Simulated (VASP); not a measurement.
Data:

```
CELL_PARAMETERS angstrom
      0.00000     3.00000     3.00000
      3.00000     0.00000     3.00000
      3.00000     3.00000     0.00000
ATOMIC_POSITIONS crystal
  Al 0.25000 0.25000 0.25000
  Al 0.75000 0.75000 0.75000
  Au 0.00000 0.00000 0.00000
```

Level of theory: PBE GGA, VASP's PBE PAW potentials (set 64) (plane waves; VASP). Settings: 400 eV cut-off, 8×8×8 Γ-centred mesh, first-order Methfessel-Paxton smearing of 0.10 eV, potentials Al Au.

Unless said otherwise, spin-orbit coupling is left out, though it shifts the bands of the heavy elements here.

What does the run give for the energy per atom (σ→0), pressure, band gap (on the k-mesh) with the smallest direct gap where there is one?

```
Property                                                     Value
------------------------  ----------------------------------------
band gap (on the k-mesh)  none (metal, semimetal or under 0.01 eV)
energy per atom (σ→0)                       -386.3 kJ/mol of atoms
pressure                                                  2.97 GPa
```

The compound is AuAl2 in the fluorite structure. The cell was not relaxed at this level. The electron count is odd and the run is not spin-polarised, which forces a metal.
